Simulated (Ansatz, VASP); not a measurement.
# Cross-check of Ga2O3 between VASP and Ansatz, part 2 of 2

Wanted: the spread between two codes on one cell, functional and k mesh. The cell is taken from a series of runs on this material, whose earlier steps may have relaxed, scaled, displaced or heated it; both programs get it as it stands.

VASP 6.6.1 and Ansatz 0.2.0.

So far. Step 2 (VASP: single point, HF with an exact-exchange share of …): The run ends at a pressure of -4.09 GPa, with forces up to 0.20 eV/Å.

## 3. Ansatz: single point, HF with an exact-exchange share of 1

Level of this step: Ansatz beside VASP: Kohn-Sham DFT, plane waves, HF (Ansatz).

Ansatz runs on its default PAW (the set named soft_2) files.

The same cell, functional and mesh now go to Ansatz, which takes its cutoff from its data sets.

The input, input.yaml:

```yaml
crystal:
  lattice:
    - [2.4986991939, 1.4426246522, 4.4835497685]
    - [-2.4986991939, 1.4426246522, 4.4835497685]
    - [0.0, -2.8852493044, 4.4835497685]
  atoms:
    - { symbol: Ga, position: [0.85558558, 0.85558558, 0.85558558] }
    - { symbol: Ga, position: [0.64441442, 0.64441442, 0.64441442] }
    - { symbol: Ga, position: [0.14441442, 0.14441442, 0.14441442] }
    - { symbol: Ga, position: [0.35558558, 0.35558558, 0.35558558] }
    - { symbol: O, position: [0.75, 0.44683282, 0.05316718] }
    - { symbol: O, position: [0.44683282, 0.05316718, 0.75] }
    - { symbol: O, position: [0.05316718, 0.75, 0.44683282] }
    - { symbol: O, position: [0.25, 0.55316718, 0.94683282] }
    - { symbol: O, position: [0.94683282, 0.25, 0.55316718] }
    - { symbol: O, position: [0.55316718, 0.94683282, 0.25] }
kpoints:
  mp_grid: { grid: [4, 4, 4] }
  band_path:
    path:
      - [0.0, 0.0, 0.0]
      - [0.5, 0.5, 0.5]
      - [0.76431389, 0.23568611, 0.5]
      - [0.5, -0.23568611, 0.23568611]
      - [0.5, 0.0, 0.0]
      - [0.36784305, -0.36784305, 0.0]
      - [0.63215695, 0.0, 0.36784305]
      - [0.5, 0.0, 0.5]
      - [0.0, 0.1666666667, -0.1666666667]
    npoints: 1
hamiltonian:
  xc: hf
scf:
  occupations: { method: fixed }
  n_extra_bands: 7
output:
  eigenvalues: true
```

Started as:

```sh
$ ansatz run input.yaml --threads 3 --pin off --max-ram 92160MiB --backend cuda --devices 1 --max-vram 13GiB --events-out ev --progress --plain --runs-dir out
```

Numbers of over 12 decimals in the logs are rounded to 6 here.

Output:

```text
scf.n_extra_bands = 7 over 44 filled bands (N_el = 88.0): the run solves 51 bands
GPUs: using 1 of 1 available (devices: 1).
Engine: ansatz 0.2.0, x86_64-unknown-linux-gnu
Pseudopotentials: kind: paw
Pseudopotential: Ga, paw, valence charge 13, recommended cutoff 420 eV (normal), Ga.paw.azcp
Pseudopotential: O, paw, valence charge 6, recommended cutoff 420 eV (normal), O.paw.azcp
Functional definition: HF
  exchange = exact_x
  correlation = 0
davidson cushion auto → on  (no smearing: the cushion is to keep the highest requested band from converging to the state above it; pin scf.eigensolver.cushion to override)
device memory: the entry about to start is reckoned to put 2.2 GiB on a device that reports 27.1 GiB free (of which the cap on the GPU budget leaves the run 13.0 GiB)
GPU FFT provider: cuFFT
GPU libraries: cuBLAS 13.8.2, cuFFT 12.4.0, cuSOLVER 12.3.4
Crystal: 10 atoms, lattice volume = 96.971 Å³
Basis set: ecut = 420 eV, 1899 PW (Γ)
Bands: 51, of which v1, the nominal top of the filled ones, is band 44 counted from 1 (43 counted from 0)
Symmetry: 12 space group operations
Space group: R-3c (ITA 167), of the structure as read, at distance tolerance 4.6e-5 Å
k-points: 13 of 64
Non-local potential: Ga, projectors of the file, l = 0: 2, l = 1: 2, l = 2: 3, l = 3: 1
Non-local potential: O, projectors of the file, l = 0: 2, l = 1: 2, l = 2: 1
PAW form: soft (Blöchl's): semilocal exchange-correlation on the pseudo side does not see the compensation charge
PAW frozen core: Ga, regenerated for the run's functional, and the local potential with it (the file was generated under x = pbe(κ = 0.804, μ = 0.219515), c = pbe(β = 0.066725))
PAW frozen core: O, regenerated for the run's functional, and the local potential with it (the file was generated under x = pbe(κ = 0.804, μ = 0.219515), c = pbe(β = 0.066725))
PAW one-centre angular grid: Ga, 590 points (default); XC on 64 Gauss nodes
PAW one-centre angular grid: O, 110 points (default); XC on 64 Gauss nodes
Initial density: superposition of atomic densities (neutral atoms: chi_scale 0, normalization atom), corrected by the library's trained network
Initial wavefunctions: pseudopotential atomic-orbital guess
GPU buffer pool allocated for 46656 grid points (all kernels)
GPU transforms: local potential and band sums: pruned to the plane-wave sphere, on 36×36×36
Functional: x = pbe(κ = 0.804, μ = 0.219515), c = none, warm-up for x = 0 pbe(κ = 0.804, μ = 0.219515) + 1 exact, c = none
SCF iter   1: F=—  HF=-18328.657912 eV  |F-HF|=—  |Δ(HF+E_count)|=         —  Δρ=1.44e-2  dr2=1.54e-1  ethr=1.77e-3  ⟨swp⟩=5.8  Hψ=2965  notcnv=0
preconditioner: auto → none  [insulator: Δε(μ)=3.083 eV  Ē_g=17.088 eV  n_scr=26 (ndim 8)  ℏωp=35.4 eV  f_vac=0.015]
SCF iter   2: F=—  HF=-18328.623401 eV  |F-HF|=—  |Δ(HF+E_count)|=   3.45e-2  Δρ=7.53e-3  dr2=4.21e-2  ethr=1.75e-4  ⟨swp⟩=3.9  Hψ=2109  notcnv=0
iter 3 solved again at ethr=9.90e-7 eV; its pass at ethr=4.78e-5 eV (dr2=8.71e-4 eV) is discarded
SCF iter   3: F=-18328.610925 eV  HF=-18328.610124 eV  |F-HF|=8.01e-4  |Δ(HF+E_count)|=   1.33e-2  Δρ=1.16e-3  dr2=7.41e-4  ethr=9.90e-7  ⟨swp⟩=4.0  Hψ=3649  notcnv=0
eigensolver tolerance schedule: the retry pair's looser diagonalisation over-reported the residual by 0.18 of it (diagonalisation noise at 0.18 of the residual, at the tolerance the schedule requests for it); recorded, not acted on — ethr = c·dr2/N_el stays at c = 1.0e-1
SCF 1 stopped early in 3 iterations: F = -18328.610925 eV  dr2 = 7.41e-4
  greatest PAW one-centre occupation: 0.998 electrons in one spin orbital (limit 2), on the Ga atom at site 2 (counted from 0), in its partial waves of l = 2
device memory: the entry about to start is reckoned to put 2.7 GiB on a device that reports 34.4 GiB free (of which the cap on the GPU budget leaves the run 13.0 GiB)
GPU FFT provider: cuFFT
GPU libraries: cuBLAS 13.8.2, cuFFT 12.4.0, cuSOLVER 12.3.4
Initial density: handed on by an earlier stage of this run
Initial wavefunctions: those handed on with the density
GPU buffer pool allocated for 46656 grid points (all kernels)
GPU transforms: local potential and band sums: pruned to the plane-wave sphere, on 36×36×36
Functional: x = 0 pbe(κ = 0.804, μ = 0.219515) + 1 exact, c = none
Exchange kernel: α = 1.0000, full range, Wigner–Seitz truncation, v(0) = 11700.2697 eV·Å³, q-mesh 4×4×4, nearest image of the exchange supercell L = 19.99 Å, pair-density grid 24×24×24, without the augmentation charges, whose exchange is taken in its separable form by FFT convolution over the k-point mesh (sized by the pseudopotential files, 30×30×30 at the most), smooth part of the exact exchange by density-matrix convolution in up to 2.54 GiB of GPU memory as planned if the GPU has room (build and FFT work areas not counted)
Frozen-core exchange: fock
[...]
SCF 2 stopped early in 6 iterations: F = -18341.782957 eV  dr2 = 1.85e-3
  greatest PAW one-centre occupation: 0.998 electrons in one spin orbital (limit 2), on the Ga atom at site 3 (counted from 0), in its partial waves of l = 2
hybrid outer 1: dexx = +3.238e0 eV, tail = 5.06e-2 eV
GPU FFT provider: cuFFT
GPU libraries: cuBLAS 13.8.2, cuFFT 12.4.0, cuSOLVER 12.3.4
GPU buffer pool allocated for 46656 grid points (all kernels)
[...]
iter 3 solved again at ethr=2.27e-8 eV; its pass at ethr=2.32e-7 eV (dr2=2.00e-5 eV) is discarded
SCF iter   3: F=—  HF=-18341.684803 eV  |F-HF|=—  |Δ(HF+E_count)|=   6.11e-4  Δρ=2.48e-4  dr2=2.42e-5  ethr=2.27e-8  ⟨swp⟩=2.0  Hψ=3886  notcnv=0
SCF iter   4: F=-18341.684789 eV  HF=-18341.684792 eV  |F-HF|=3.71e-6  |Δ(HF+E_count)|=   1.03e-5  Δρ=4.32e-5  dr2=1.21e-6  ethr=2.27e-8  ⟨swp⟩=4.6  Hψ=2129  notcnv=0  defer=1
SCF 3 stopped early in 4 iterations: F = -18341.684789 eV  dr2 = 1.21e-6
  greatest PAW one-centre occupation: 0.997 electrons in one spin orbital (limit 2), on the Ga atom at site 2 (counted from 0), in its partial waves of l = 2
hybrid outer 2: dexx = +5.322e-3 eV, tail = 3.22e-4 eV, Δε = 6.83e-2 eV (about 6.60e-3 eV left of the loop's levels)
GPU FFT provider: cuFFT
GPU libraries: cuBLAS 13.8.2, cuFFT 12.4.0, cuSOLVER 12.3.4
GPU buffer pool allocated for 46656 grid points (all kernels)
GPU transforms: local potential and band sums: pruned to the plane-wave sphere, on 36×36×36
Exchange kernel: α = 1.0000, full range, Wigner–Seitz truncation, v(0) = 11700.2697 eV·Å³, q-mesh 4×4×4, nearest image of the exchange supercell L = 19.99 Å, pair-density grid 24×24×24, without the augmentation charges, whose exchange is taken in its separable form by FFT convolution over the k-point mesh (sized by the pseudopotential files, 30×30×30 at the most), smooth part of the exact exchange by density-matrix convolution in up to 2.54 GiB of GPU memory as planned if the GPU has room (build and FFT work areas not counted)
Frozen-core exchange: fock
SCF iter   1: F=—  HF=-18341.683802 eV  |F-HF|=—  |Δ(HF+E_count)|=         —  Δρ=1.30e-4  dr2=2.18e-5  ethr=1.83e-6  ⟨swp⟩=3.3  Hψ=1654  notcnv=0
preconditioner: auto → none  [insulator: Δε(μ)=13.887 eV  Ē_g=33.160 eV  n_scr=26 (ndim 8)  ℏωp=35.4 eV  f_vac=0.025]
SCF iter   2: F=—  HF=-18341.683847 eV  |F-HF|=—  |Δ(HF+E_count)|=   4.55e-5  Δρ=1.15e-4  dr2=9.08e-6  ethr=8.01e-9  ⟨swp⟩=4.8  Hψ=2706  notcnv=0  defer=1
iter 3 solved again at ethr=4.13e-10 eV; its pass at ethr=7.33e-9 eV (dr2=3.64e-7 eV) is discarded
SCF iter   3: F=-18341.683849 eV  HF=-18341.683850 eV  |F-HF|=5.65e-7  |Δ(HF+E_count)|=   2.39e-6  Δρ=2.85e-5  dr2=7.79e-7  ethr=4.13e-10  ⟨swp⟩=2.0  Hψ=3650  notcnv=0
SCF 4 stopped early in 3 iterations: F = -18341.683849 eV  dr2 = 7.79e-7
  greatest PAW one-centre occupation: 0.997 electrons in one spin orbital (limit 2), on the Ga atom at site 3 (counted from 0), in its partial waves of l = 2
hybrid outer 3: dexx = +7.220e-5 eV, tail = 5.80e-6 eV, Δε = 7.43e-3 eV (about 1.15e-3 eV left of the loop's levels)
GPU FFT provider: cuFFT
GPU libraries: cuBLAS 13.8.2, cuFFT 12.4.0, cuSOLVER 12.3.4
GPU buffer pool allocated for 46656 grid points (all kernels)
GPU transforms: local potential and band sums: pruned to the plane-wave sphere, on 36×36×36
Exchange kernel: α = 1.0000, full range, Wigner–Seitz truncation, v(0) = 11700.2697 eV·Å³, q-mesh 4×4×4, nearest image of the exchange supercell L = 19.99 Å, pair-density grid 24×24×24, without the augmentation charges, whose exchange is taken in its separable form by FFT convolution over the k-point mesh (sized by the pseudopotential files, 30×30×30 at the most), smooth part of the exact exchange by density-matrix convolution in up to 2.54 GiB of GPU memory as planned if the GPU has room (build and FFT work areas not counted)
Frozen-core exchange: fock
SCF iter   1: F=—  HF=-18341.683838 eV  |F-HF|=—  |Δ(HF+E_count)|=         —  Δρ=1.49e-5  dr2=3.57e-7  ethr=3.30e-8  ⟨swp⟩=4.2  Hψ=1650  notcnv=0
preconditioner: auto → none  [insulator: Δε(μ)=13.889 eV  Ē_g=33.160 eV  n_scr=26 (ndim 8)  ℏωp=35.4 eV  f_vac=0.025]
SCF iter   2: F=—  HF=-18341.683839 eV  |F-HF|=—  |Δ(HF+E_count)|=   6.83e-7  Δρ=8.49e-6  dr2=1.03e-7  ethr=1.58e-10  ⟨swp⟩=5.5  Hψ=2784  notcnv=0  defer=5
SCF iter   3: F=-18341.683839 eV  HF=-18341.683839 eV  |F-HF|=2.40e-8  |Δ(HF+E_count)|=   8.33e-8  Δρ=6.84e-6  dr2=3.42e-8  ethr=7.62e-11  ⟨swp⟩=5.1  Hψ=2609  notcnv=0  defer=1
SCF 5 converged in 3 iterations: F = -18341.683839 eV  dr2 = 3.42e-8
hybrid outer 4: dexx = +9.765e-7 eV, tail = 1.16e-7 eV, Δε = 1.10e-3 eV (about 1.97e-4 eV left of the loop's levels)
the search or the solves at the SCF's close seem to have found levels that the self-consistency loop had missed (the run counts 1). By its estimate they hold under 1e-12 electrons; where the run keeps them, the occupations were computed again with them
device memory: the entry about to start is reckoned to put 0.8 GiB on a device that reports 35.4 GiB free (of which the cap on the GPU budget leaves the run 13.0 GiB)
NSCF: frozen V_eff on 9 k-points
hybrid SCF converged: 4 outer / 16 inner (+3 warm-up), last move |dexx| = 9.76e-7 eV, tail = 1.16e-7 eV
Stability not checked: this state was not tested for a lower state beside it, because the functional holds exact exchange (a hybrid, or Hartree-Fock), whose exchange loop this test does not read (fock_operator; see scf.lower_state_search)
Free energy (F): -18341.683839 eV
Frozen-core exchange: fock
Harris-Foulkes:  -18341.683839 eV  (|F-HF|=2.40e-8)
Internal energy: -18341.683839 eV  (E = F + TS)
E sigma→0 (E₀):  -18341.683839 eV
Fermi energy:    3.704909 eV
--- Per-component energies (eV) ---
  E_band       = -857.238992
  E_kinetic    = 1538.591730
  E_local      = -8550.575100  (includes V_loc(G=0)·N_el)
  E_nonlocal   = 1995.549412
  E_hartree    = 3927.658446
  E_xc         = 0.000000
  E_vxc        = 0.000000  (∫ρ·V_xc dr)
  E_exx        = -1411.323650  (= α·E_x^exact, valence–valence)
  E_paw        = -8088.074174  (= ΣΔE_a)
  E_vpaw       = -873.487342  (= ΣTr[D̂ρ^β])
  E_aug_tail   = 0.014451  (compensation charges beyond the density's cutoff)
  E_ewald      = -7753.609124
  E_core_change = 0.084171  (= ΣΔE_core)
  E_smearing   = -0.000000  (= −TS)
  E_closure    = -0.000000  (closes the sum)
  Σ components = -18341.683839   (vs F -18341.683839, Δ=0.00e0)
--- Band table (eV; the first three rows and the last of 13) ---
  k-point 0: bands = [... 40 lower, 3.4535, 3.5312, 3.5312, 3.5854, 17.5938, 21.8733, 22.3147, 24.6555, ... 3 higher]
  k-point 1: bands = [... 40 lower, 3.0859, 3.2484, 3.5482, 3.7028, 19.1979, 22.0160, 22.7826, 23.7134, ... 3 higher]
  k-point 2: bands = [... 40 lower, 2.6911, 2.6911, 3.5544, 3.5544, 21.8338, 21.8338, 22.0591, 22.0591, ... 3 higher]
  k-point 12: bands = [... 40 lower, 3.4715, 3.4715, 3.4715, 3.4715, 20.9883, 20.9883, 23.4434, 23.4434, ... 3 higher]
```

## 4. Differences

Known differences besides the potentials themselves: exact exchange at q = 0 is treated differently, which shows on coarse meshes; VASP keeps PBE cores, Ansatz makes them for the functional; fixed occupations in Ansatz, narrow Gaussian smearing in VASP; the cutoff is 420 eV in Ansatz and 520 eV in VASP; VASP takes a coarser grid for exact exchange (PRECFOCK = Fast). Total energies have different zeros and are not compared.

Both answers:

| quantity | Ansatz | VASP | difference |
| --- | --- | --- | --- |
| gap on the k mesh (eV) | 13.889 | 13.962 | -0.073 |

A gap on the mesh is an upper bound, since the band edges may lie between its points.

## 5. Results

- difference in gap on the k mesh (single point, HF with an exact-exchange share of 1): -0.073 eV

**Reading.** The difference in gap on the k mesh is -0.073 eV (single point, HF with an exact-exchange share of 1), within the 0.08 eV picked in this series as the mark of a large difference. How closely two codes agree says nothing of how well the functional describes the real material.

[Lines on the potential files, build, host, timing and source positions are cut from VASP's logs without a mark.]

[Logs are printed without paths, hosts, clocks, repeated set-up lines and the standing remarks that a program may print on its own settings, such as how far it seeks lower states.]

[Hosts, paths, dates, database ids (printed as entryN), source tags and the programs' standing remarks are cut or masked in the printed files.]
